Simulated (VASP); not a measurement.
# NiMo7S16 (a cell with a defect) in VASP: single point with PBEsol+U

Aim: the single point of NiMo7S16 (a cell with a defect) with PBEsol+U.

All numbers are computed with VASP 6.6.1; they aren't measurements. Logs are shortened: lines on timing, memory, paths and dates and some standing lists are left out, and cuts for length are marked.

### 1 Starting point

The cell holds a defect, 24 atoms: a = 6.338 Å, b = 6.338 Å, c = 12.324 Å, α = 90.00°, β = 90.00°, γ = 120.00°.

### 2 Single point, PBEsol+U

File INCAR:

```
SYSTEM = NiMo7S16
PREC     = Accurate       ! precision mode
ENCUT    = 350            ! plane-wave cutoff, eV
EDIFF    = 1E-5           ! SCF threshold, eV
ISMEAR   = 0              ! smearing method
SIGMA    = 0.03           ! smearing width, eV
LREAL    = Auto         
LASPH    = .True.         ! aspherical terms in the spheres
NELM     = 120            ! most SCF steps
ALGO     = Normal         ! electronic algorithm
ISIF     = 2              ! what is computed and relaxed
LWAVE    = .False.        ! write WAVECAR
LCHARG   = .False.        ! write CHGCAR
LMAXMIX  = 4              ! l up to which the mixer works
LDAU     = .True.         ! DFT+U
LDAUTYPE = 2            
LDAUL    = 2 -1 -1        ! shell
LDAUU    = 5 0 0          ! U, eV
LDAUJ    = 0 0 0        
LDAUPRINT= 1            
GGA      = PS             ! functional
LORBIT   = 11             ! projections on sites
KPAR     = 4
```

File KPOINTS:

```
regular mesh
0
Gamma
  3 3 2
  0 0 0
```

File POSCAR:

```
NiMo7S16
1.0
    6.3379960990      0.0000000000      0.0000000000
   -3.1689980495      5.4888656308      0.0000000000
    0.0000000000      0.0000000000     12.3240000000
Ni Mo S
1 7 16
Direct
    0.1666666667      0.3333333333      0.2500000000
    0.1666666667      0.8333333333      0.2500000000
    0.6666666667      0.3333333333      0.2500000000
    0.6666666667      0.8333333333      0.2500000000
    0.3333333333      0.1666666667      0.7500000000
    0.3333333333      0.6666666667      0.7500000000
    0.8333333333      0.1666666667      0.7500000000
    0.8333333333      0.6666666667      0.7500000000
    0.1666666667      0.3333333333      0.6230000000
    0.1666666667      0.8333333333      0.6230000000
    0.6666666667      0.3333333333      0.6230000000
    0.6666666667      0.8333333333      0.6230000000
    0.3333333333      0.1666666667      0.1230000000
    0.3333333333      0.6666666667      0.1230000000
    0.8333333333      0.1666666667      0.1230000000
    0.8333333333      0.6666666667      0.1230000000
    0.1666666667      0.3333333333      0.8770000000
    0.1666666667      0.8333333333      0.8770000000
    0.6666666667      0.3333333333      0.8770000000
    0.6666666667      0.8333333333      0.8770000000
    0.3333333333      0.1666666667      0.3770000000
    0.3333333333      0.6666666667      0.3770000000
    0.8333333333      0.1666666667      0.3770000000
    0.8333333333      0.6666666667      0.3770000000
```

Potentials or basis: VASP PAW PBE potentials, release 64 (Ni, Mo_sv, S).

Launch:

```sh
$ cat potpaw_PBE.64/Ni/POTCAR potpaw_PBE.64/Mo_sv/POTCAR potpaw_PBE.64/S/POTCAR > POTCAR
$ mpirun -np 4 vasp_std > vasp.out
```

OUTCAR:

```text
SYSTEM = NiMo7S16
   PREC = Accurate
   ENCUT = 350
   EDIFF = 1E-5
   ISMEAR = 0
   LREAL = Auto
   LASPH = .True.
   NELM = 120
   ISIF = 2
   GGA = PS
   LORBIT = 11

 ion  position               nearest neighbor table
   1  0.167  0.333  0.250-  13 2.41  21 2.41  14 2.41  22 2.41  15 2.41  23 2.41   2 3.17   4 3.17
                             2 3.17   4 3.17   3 3.17   3 3.17
   2  0.167  0.833  0.250-  14 2.41  22 2.41  21 2.41  13 2.41  16 2.41  24 2.41   1 3.17   3 3.17
                             1 3.17   3 3.17   4 3.17   4 3.17
   3  0.667  0.333  0.250-  15 2.41  23 2.41  16 2.41  24 2.41  13 2.41  21 2.41   2 3.17   4 3.17
                             4 3.17   2 3.17   1 3.17   1 3.17
   4  0.667  0.833  0.250-  16 2.41  24 2.41  23 2.41  15 2.41  14 2.41  22 2.41   1 3.17   3 3.17
                             3 3.17   1 3.17   2 3.17   2 3.17
   5  0.333  0.167  0.750-   9 2.41  17 2.41  10 2.41  18 2.41  11 2.41  19 2.41   6 3.17   8 3.17
                             6 3.17   8 3.17   7 3.17   7 3.17
   6  0.333  0.667  0.750-  10 2.41  18 2.41  17 2.41   9 2.41  12 2.41  20 2.41   5 3.17   7 3.17
                             5 3.17   7 3.17   8 3.17   8 3.17
   7  0.833  0.167  0.750-  11 2.41  19 2.41  12 2.41  20 2.41   9 2.41  17 2.41   6 3.17   8 3.17
                             8 3.17   6 3.17   5 3.17   5 3.17
   8  0.833  0.667  0.750-  12 2.41  20 2.41  19 2.41  11 2.41  10 2.41  18 2.41   5 3.17   7 3.17
                             7 3.17   5 3.17   6 3.17   6 3.17
   9  0.167  0.333  0.623-   5 2.41   6 2.41   7 2.41
  10  0.167  0.833  0.623-   6 2.41   5 2.41   8 2.41
  11  0.667  0.333  0.623-   7 2.41   8 2.41   5 2.41
  12  0.667  0.833  0.623-   8 2.41   7 2.41   6 2.41
  13  0.333  0.167  0.123-   1 2.41   2 2.41   3 2.41
  14  0.333  0.667  0.123-   2 2.41   1 2.41   4 2.41
[... 8 lines left out ...]
  23  0.833  0.167  0.377-   3 2.41   4 2.41   1 2.41
  24  0.833  0.667  0.377-   4 2.41   3 2.41   2 2.41

  LATTYP: Found a hexagonal cell.
 ALAT       =     6.3379960990
 C/A-ratio  =     1.9444631722

  Lattice vectors:

 A1 = (   6.3379960990,   0.0000000000,   0.0000000000)
 A2 = (  -3.1689980495,   5.4888656308,   0.0000000000)
 A3 = (   0.0000000000,   0.0000000000,  12.3240000000)

Analysis of symmetry for initial positions (statically):
=====================================================================
 Subroutine PRICEL returns:
 Original cell was already a primitive cell.

 Routine SETGRP: Setting up the symmetry group for a
 hexagonal supercell.

 Subroutine GETGRP returns: Found 12 space group operations
 (whereof  2 operations were pure point group operations)
 out of a pool of 24 trial point group operations.

The static configuration has the point symmetry C_1h.
 The point group associated with its full space group is D_3h.

Analysis of symmetry for dynamics (positions and initial velocities):
=====================================================================
 Subroutine PRICEL returns:
 Original cell was already a primitive cell.

 Routine SETGRP: Setting up the symmetry group for a
 hexagonal supercell.

 Subroutine GETGRP returns: Found 12 space group operations
 (whereof  2 operations were pure point group operations)
 out of a pool of 24 trial point group operations.

The dynamic configuration has the point symmetry C_1h.
 The point group associated with its full space group is D_3h.

 Subroutine INISYM returns: Found 12 space group operations
 (whereof  2 operations are pure point group operations),
 and found     1 'primitive' translations

----------------------------------------------------------------------------------------

                                     Primitive cell

  volume of cell :     428.7324

  direct lattice vectors                    reciprocal lattice vectors
     6.337996099  0.000000000  0.000000000     0.157778576  0.091093503  0.000000000
    -3.168998049  5.488865631  0.000000000     0.000000000  0.182187007  0.000000000
[... 123 lines left out ...]
   EMIN   =  10.00;   EMAX   =-10.00  energy-range for DOS
   EFERMI =   0.00;   METHOD = LEGACY
   ISMEAR =     0;   SIGMA  =   0.03  broadening in eV -4-tet -1-fermi 0-gaus
   EFERMI_NEDOS =   21; number of points for ismear=-14 and -15
   IALGO  =     38    algorithm
   IMIX   =      4    mixing-type and parameters
     AMIX     =   0.40;   BMIX     =  1.00
     AMIX_MAG =   1.60;   BMIX_MAG =  1.00
  volume/ion in A,a.u.               =      17.86       120.55
  Fermi-wavevector in a.u.,A,eV,Ry     =   1.278074  2.415210 22.224765  1.633474
  Thomas-Fermi vector in A             =   2.410638
   LORBIT       =     11    0 simple, 1 ext, 2 COOP (PROOUT), +10 PAW based schemes
 LDA+U is selected, type is set to LDAUTYPE =  2
   angular momentum for each species LDAUL =     2   -1   -1
   U (eV)           for each species LDAUU =   5.0  0.0  0.0
   J (eV)           for each species LDAUJ =   0.0  0.0  0.0
   GGA     = PS    functional components
   LHFCALC =     F    Hartree Fock is set to
   AEXX    =    0.0000 exact exchange contribution
   IVDW    =     0    specifies the selected vdW correction
   LEPSILON=     F    determine dielectric tensor
   LRPA    =     F    only Hartree local field effects (RPA)
 non-spin polarized calculation
 Gauss-broadening in eV      SIGMA  =   0.03
  energy-cutoff  :      350.00
  volume of cell :      428.73
 maximum number of plane-waves:      6458
 NGX is ok and might be reduce to    40
   NGX = 19   NGY = 19   NGZ = 37

atom =   1  type =  1  l = 2

 onsite density matrix

spin component  1

  0.8786 -0.0000  0.0000  0.0000  0.0000
 -0.0000  0.8094  0.0000  0.0000  0.0000
  0.0000  0.0000  0.9232 -0.0000 -0.0000
  0.0000  0.0000 -0.0000  0.8094  0.0000
  0.0000  0.0000 -0.0000  0.0000  0.8786

spin component  2

  0.8786 -0.0000  0.0000  0.0000  0.0000
 -0.0000  0.8094  0.0000  0.0000  0.0000
  0.0000  0.0000  0.9232 -0.0000 -0.0000
  0.0000  0.0000 -0.0000  0.8094  0.0000
  0.0000  0.0000 -0.0000  0.0000  0.8786

 occupancies and eigenvectors

  o =  0.8094  v = -0.0000 -1.0000 -0.0000 -0.0000 -0.0000  0.0000  0.0000  0.0000  0.0000  0.0000      0.0000  0.0000  0.0000  0.0000  0.0000  0.0000  0.0000  0.0000  0.0000  0.0000
  o =  0.8094  v =  0.0000  0.0000  0.0000  0.0000  0.0000 -0.0000 -1.0000 -0.0000 -0.0000 -0.0000      0.0000  0.0000  0.0000  0.0000  0.0000  0.0000  0.0000  0.0000  0.0000  0.0000
  o =  0.8094  v =  0.0000  0.0000  0.0000 -1.0000  0.0000  0.0000  0.0000  0.0000  0.0000  0.0000      0.0000  0.0000  0.0000  0.0000  0.0000  0.0000  0.0000  0.0000  0.0000  0.0000
  o =  0.8094  v =  0.0000  0.0000  0.0000  0.0000  0.0000  0.0000  0.0000  0.0000 -1.0000  0.0000      0.0000  0.0000  0.0000  0.0000  0.0000  0.0000  0.0000  0.0000  0.0000  0.0000
  o =  0.8786  v =  0.0000  0.0000  0.0000  0.0000  0.0000  1.0000 -0.0000 -0.0000  0.0000  0.0000      0.0000  0.0000  0.0000  0.0000  0.0000  0.0000  0.0000  0.0000  0.0000  0.0000
  o =  0.8786  v =  1.0000 -0.0000 -0.0000  0.0000  0.0000  0.0000  0.0000  0.0000  0.0000  0.0000      0.0000  0.0000  0.0000  0.0000  0.0000  0.0000  0.0000  0.0000  0.0000  0.0000
  o =  0.8786  v =  0.0000  0.0000  0.0000  0.0000  0.0000 -0.0000 -0.0000  0.0000  0.0000  1.0000      0.0000  0.0000  0.0000  0.0000  0.0000  0.0000  0.0000  0.0000  0.0000  0.0000
  o =  0.8786  v = -0.0000 -0.0000  0.0000  0.0000  1.0000  0.0000  0.0000  0.0000  0.0000  0.0000      0.0000  0.0000  0.0000  0.0000  0.0000  0.0000  0.0000  0.0000  0.0000  0.0000
  o =  0.9232  v =  0.0000  0.0000  0.0000  0.0000  0.0000 -0.0000  0.0000 -1.0000 -0.0000  0.0000      0.0000  0.0000  0.0000  0.0000  0.0000  0.0000  0.0000  0.0000  0.0000  0.0000
  o =  0.9232  v = -0.0000  0.0000 -1.0000 -0.0000  0.0000  0.0000  0.0000  0.0000  0.0000  0.0000      0.0000  0.0000  0.0000  0.0000  0.0000  0.0000  0.0000  0.0000  0.0000  0.0000

 number of electron     204.0000014 magnetization

 Free energy of the ion-electron system (eV)
  ---------------------------------------------------
  ext. energy  EPLUGINS =         0.00000000
  ---------------------------------------------------
  free energy    TOTEN  =      -174.02814197 eV

  energy without entropy =     -174.02814123  energy(sigma->0) =     -174.02814160

 E-fermi :   7.0836     XC(G=0): -10.9286

 val. band max:        6.9896571357   @ k =   0.3333   0.0000   0.5000
 cond. band min:       7.1780434321   @ k =   0.3333   0.0000   0.0000
 fundamental gap:      0.1883862963
 Fermi energy:         7.0835868596

 k-point     1 :       0.0000    0.0000    0.0000
  band No.  band energies     occupation
      1     -54.4005      2.00000
      2     -54.3704      2.00000
      3     -54.3704      2.00000
      4     -54.2306      2.00000
      5     -54.1918      2.00000
      6     -54.1918      2.00000
[... 691 lines left out ...]
    113       8.7813      0.00000
    114       8.9740      0.00000
 [bands above 114 left out]

------------------------ aborting loop because EDIFF is reached ----------------------------------------

  FORCE on cell =-STRESS in cart. coord.  units (eV):
  Direction    XX          YY          ZZ          XY          YZ          ZX
  --------------------------------------------------------------------------------------
  -------------------------------------------------------------------------------------
  Total      -11.1006865    -11.1006865    -11.8952591      0.0000000     -0.0000000      0.0000000
  in kB      -41.4833828    -41.4833828    -44.4527088      0.0000000     -0.0000000      0.0000000
  external PRESSURE =     -42.4731581 kB  Pullay stress =       0.0000000 kB

 VOLUME and BASIS-vectors are now :
 -----------------------------------------------------------------------------
  energy-cutoff  :      350.00
  volume of cell :      428.73
      direct lattice vectors                 reciprocal lattice vectors
     6.337996099  0.000000000  0.000000000     0.157778576  0.091093503  0.000000000
    -3.168998049  5.488865631  0.000000000     0.000000000  0.182187007  0.000000000
     0.000000000  0.000000000 12.324000000     0.000000000  0.000000000  0.081142486

 POSITION                                       TOTAL-FORCE (eV/Angst)
 -----------------------------------------------------------------------------------
      0.00000      1.82962      3.08100        -0.000000     -0.000000      0.000000
     -1.58450      4.57405      3.08100         0.148062      0.085483      0.000000
      3.16900      1.82962      3.08100         0.000000     -0.170967      0.000000
      1.58450      4.57405      3.08100        -0.148062      0.085483      0.000000
      1.58450      0.91481      9.24300        -0.008793      0.005077      0.000000
     -0.00000      3.65924      9.24300        -0.000000     -0.010153      0.000000
[... 16 lines left out ...]
      4.75350      0.91481      4.64615         0.155042      0.089513     -0.802643
      3.16900      3.65924      4.64615        -0.000000     -0.000000     -0.356221
 -----------------------------------------------------------------------------------
    total drift:                                0.000008     -0.000004      0.000000

  FREE ENERGIE OF THE ION-ELECTRON SYSTEM (eV)
  ---------------------------------------------------
  free  energy   TOTEN  =      -174.0281419713 eV

  energy  without entropy=     -174.0281412290  energy(sigma->0) =     -174.02814160

 total charge

# of ion       s       p       d       tot
------------------------------------------
    1        0.360   0.433   8.572   9.365
    2        2.300   6.216   3.918  12.434
    3        2.300   6.216   3.918  12.434
    4        2.300   6.216   3.918  12.434
    5        2.294   6.220   3.953  12.467
    6        2.294   6.220   3.953  12.467
[... 16 lines left out ...]
   23        1.369   2.256   0.000   3.625
   24        1.361   2.302   0.000   3.663
--------------------------------------------------
tot         38.242  80.603  36.138 154.984
```

Wall time 97 s (4 MPI ranks of Intel Xeon 6975P-C (Granite Rapids), shared host); peak memory 0.42 GiB.

What came out:

```yaml
Free_energy: -174.0281 eV
Pressure: -4.2 GPa
Largest_force: 0.822 eV/Å
Band_gap_on_the_k_mesh: 0.19 eV, indirect (least direct gap 0.19 eV)
Valence_electrons_inside_the_program's_atomic_spheres: Ni 9.37; Mo 12.43, 12.47; S 3.67, 3.62, 3.66
```

Forces in eV/Å, atoms in the order of the input:
```
Ni   0.000  0.000  0.000
Mo   0.148  0.085  0.000
Mo   0.000 -0.171  0.000
Mo  -0.148  0.085  0.000
Mo  -0.009  0.005  0.000
Mo   0.000 -0.010  0.000
Mo   0.009  0.005  0.000
Mo   0.000  0.000  0.000
S    0.000  0.000  0.322
S    0.003  0.002  0.293
S    0.000 -0.003  0.293
S   -0.003  0.002  0.293
S   -0.155  0.090  0.803
S    0.000 -0.179  0.803
S    0.155  0.090  0.803
S    0.000  0.000  0.356
S    0.000  0.000 -0.322
S    0.003  0.002 -0.293
S    0.000 -0.003 -0.293
S   -0.003  0.002 -0.293
S   -0.155  0.090 -0.803
S    0.000 -0.179 -0.803
S    0.155  0.090 -0.803
S    0.000  0.000 -0.356
```

Levels at points of the mesh, in eV from the valence-band top:
| k point | band 99 | band 100 | band 101 | band 102 | band 103 | band 104 | band 105 | band 106 |
| --- | --- | --- | --- | --- | --- | --- | --- | --- |
| (0.00, 0.00, 0.00) | -1.01 | -0.27 | -0.27 | -0.19 | 0.80 | 0.83 | 0.83 | 1.66 |
| (0.00, 0.00, 0.50) | -0.64 | -0.27 | -0.27 | -0.09 | 0.81 | 0.84 | 0.84 | 1.66 |

Eigenvalues of the final occupation matrices:
```
    site  spin  trace               eigenvalues
site 1 d     1   4.30  0.81 0.81 0.88 0.88 0.92
site 1 d     2   4.30  0.81 0.81 0.88 0.88 0.92
```

Caveat: the PAW data sets were made with another functional, which shifts forces and pressure a little.
